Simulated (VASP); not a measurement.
These are LDA (Ceperley-Alder, Perdew-Zunger), VASP's LDA PAW potentials (set 64) (plane waves; VASP) values and carry that method's errors.

Input for VASP

### POSCAR
```
TiAl
1
    2.8300000000     0.0000000000     0.0000000000
    0.0000000000     2.8300000000     0.0000000000
    0.0000000000     0.0000000000     4.0700000000
Ti Al
1 1
Direct
  0.0000000000   0.0000000000   0.0000000000
  0.5000000000   0.5000000000   0.5000000000
```

### INCAR
```
LWAVE  =  .FALSE.
ENCUT  =  400   # plane-wave cut-off (eV)
LCHARG  =  .FALSE.
LREAL  =  .FALSE.   # projection in real space or not
IBRION  =  2   # conjugate gradients
ISMEAR  =  1   # Methfessel-Paxton
LASPH  =  .TRUE.   # aspherical one-centre terms
ALGO  =  Normal   # blocked Davidson
NELM  =  100   # most electronic steps
EDIFF  =  1E-6   # SCF stop (eV)
EDIFFG  =  -0.01
NSW  =  60
SIGMA  =  0.1   # width (eV)
SYSTEM  =  TiAl
LMAXMIX  =  4
PREC  =  Accurate
ISIF  =  3   # ions, shape and volume
```

**KPOINTS**
```
Regular mesh
0
Gamma
  12 12 8
```

POTCAR, in this order: Ti_sv Al (LDA.64 set). Program: vasp_std.

The run wrote:

**OSZICAR**
```
       N       E                     dE             d eps       ncg     rms          rms(c)
DAV:   1     0.769847032677E+02    0.76985E+02   -0.65486E+03  3083   0.115E+03
DAV:   2    -0.102212287792E+02   -0.87206E+02   -0.84905E+02  3131   0.304E+02
DAV:   3    -0.149787216873E+02   -0.47575E+01   -0.45413E+01  4708   0.707E+01
DAV:   4    -0.151447087962E+02   -0.16599E+00   -0.16426E+00  3909   0.112E+01
DAV:   5    -0.151511568763E+02   -0.64481E-02   -0.64444E-02  4444   0.201E+00    0.947E+00
DAV:   6    -0.137213297359E+02    0.14298E+01   -0.12441E+01  3906   0.379E+01    0.330E+00
DAV:   7    -0.135640085125E+02    0.15732E+00   -0.12556E+00  3629   0.119E+01    0.182E+00
DAV:   8    -0.135418100133E+02    0.22198E-01   -0.14936E-01  3535   0.401E+00    0.487E-01
DAV:   9    -0.135397434502E+02    0.20666E-02   -0.29456E-02  3719   0.227E+00    0.222E-01
DAV:  10    -0.135395708536E+02    0.17260E-03   -0.17520E-03  3787   0.431E-01    0.518E-02
DAV:  11    -0.135395648424E+02    0.60112E-05   -0.42100E-04  4257   0.221E-01    0.385E-02
DAV:  12    -0.135395642999E+02    0.54249E-06   -0.24871E-05  3643   0.552E-02    0.129E-02
DAV:  13    -0.135395635609E+02    0.73895E-06   -0.12350E-06  2626   0.120E-02
   1 F= -.13539564E+02 E0= -.13539750E+02  d E =-.135396E+02
       N       E                     dE             d eps       ncg     rms          rms(c)
DAV:   1    -0.160437851352E+02   -0.25042E+01   -0.51952E+01  3341   0.108E+02    0.133E+01
DAV:   2    -0.137032414927E+02    0.23405E+01   -0.13835E+01  3497   0.502E+01    0.309E+00
DAV:   3    -0.135101728188E+02    0.19307E+00   -0.12555E+00  3562   0.110E+01    0.132E+00
DAV:   4    -0.135187427265E+02   -0.85699E-02   -0.41198E-01  3686   0.575E+00    0.878E-01
DAV:   5    -0.135391157163E+02   -0.20373E-01   -0.35338E-02  3927   0.202E+00    0.429E-01
DAV:   6    -0.135590992169E+02   -0.19984E-01   -0.35588E-02  4777   0.106E+00    0.200E-01
DAV:   7    -0.135614670968E+02   -0.23679E-02   -0.36334E-03  3922   0.440E-01    0.515E-02
DAV:   8    -0.135616665361E+02   -0.19944E-03   -0.76392E-04  4556   0.155E-01    0.574E-02
DAV:   9    -0.135617710390E+02   -0.10450E-03   -0.18764E-04  3685   0.125E-01    0.119E-02
DAV:  10    -0.135617728950E+02   -0.18560E-05   -0.33261E-05  4146   0.380E-02    0.934E-03
DAV:  11    -0.135617732791E+02   -0.38410E-06   -0.17468E-06  2872   0.151E-02
   2 F= -.13561773E+02 E0= -.13561791E+02  d E =-.222097E-01
       N       E                     dE             d eps       ncg     rms          rms(c)
DAV:   1    -0.140926048000E+02   -0.53083E+00   -0.95956E+00  3448   0.488E+01    0.654E+00
DAV:   2    -0.136746799698E+02    0.41792E+00   -0.46741E+00  3792   0.262E+01    0.173E+00
DAV:   3    -0.135715081102E+02    0.10317E+00   -0.54692E-01  3719   0.753E+00    0.373E-01
DAV:   4    -0.135773262876E+02   -0.58182E-02   -0.51365E-02  3628   0.162E+00    0.286E-01
DAV:   5    -0.135844563279E+02   -0.71300E-02   -0.10922E-02  4397   0.754E-01    0.282E-01
DAV:   6    -0.135879600015E+02   -0.35037E-02   -0.87661E-03  4630   0.694E-01    0.282E-02
DAV:   7    -0.135880000512E+02   -0.40050E-04   -0.51588E-04  3473   0.179E-01    0.411E-02
DAV:   8    -0.135880607811E+02   -0.60730E-04   -0.12808E-04  3631   0.106E-01    0.137E-02
DAV:   9    -0.135880588602E+02    0.19209E-05   -0.25008E-05  3292   0.511E-02    0.130E-02
DAV:  10    -0.135880620236E+02   -0.31635E-05   -0.65392E-06  3428   0.259E-02    0.994E-04
DAV:  11    -0.135880621136E+02   -0.90028E-07   -0.65009E-07  1959   0.597E-03
   3 F= -.13588062E+02 E0= -.13588203E+02  d E =-.484986E-01
```

OUTCAR:
```
------------------------ aborting loop because EDIFF is reached ----------------------------------------
  FORCE on cell =-STRESS in cart. coord.  units (eV):
  Direction    XX          YY          ZZ          XY          YZ          ZX
  --------------------------------------------------------------------------------------
  Total       -0.0121114     -0.0121114      0.0073758      0.0000000     -0.0000000      0.0000000
  in kB       -0.6344489     -0.6344489      0.3863752      0.0000000     -0.0000000      0.0000000
  external PRESSURE =      -0.2941742 kB  Pullay stress =       0.0000000 kB
  volume of cell :       30.58
      direct lattice vectors                 reciprocal lattice vectors
     2.770117085  0.000000000  0.000000000     0.360995571  0.000000000  0.000000000
     0.000000000  2.770117085 -0.000000000     0.000000000  0.360995571  0.000000000
     0.000000000 -0.000000000  3.985761873     0.000000000  0.000000000  0.250893062
 POSITION                                       TOTAL-FORCE (eV/Angst)
 -----------------------------------------------------------------------------------
      0.00000      0.00000      0.00000         0.000000      0.000000      0.000000
      1.38506      1.38506      1.99288         0.000000     -0.000000      0.000000
 -----------------------------------------------------------------------------------
    total drift:                               -0.000000     -0.000000     -0.000000
  FREE ENERGIE OF THE ION-ELECTRON SYSTEM (eV)
  ---------------------------------------------------
  free  energy   TOTEN  =       -13.5880621136 eV

  energy  without entropy=      -13.5884842410  energy(sigma->0) =      -13.58820282

 reached required accuracy - stopping structural energy minimisation
```
(Selected blocks of OUTCAR.)

**CONTCAR**
```
TiAl
   1.00000000000000
     2.7701170850039092    0.0000000000000000    0.0000000000000000
     0.0000000000000000    2.7701170850039092   -0.0000000000000000
     0.0000000000000000   -0.0000000000000000    3.9857618734666143
  Ti              Al
     1     1
Direct
     0.0000000000000000    0.0000000000000000    0.0000000000000000
     0.5000000000000000    0.5000000000000000    0.5000000000000000
```

Energy and stress use the plane-wave basis of the starting cell.

The compound is TiAl in the L1_0 structure. This run relaxes it. Symmetry was kept, so distortions that lower it aren't found. The electron count is odd and the run is not spin-polarised, which forces a metal.
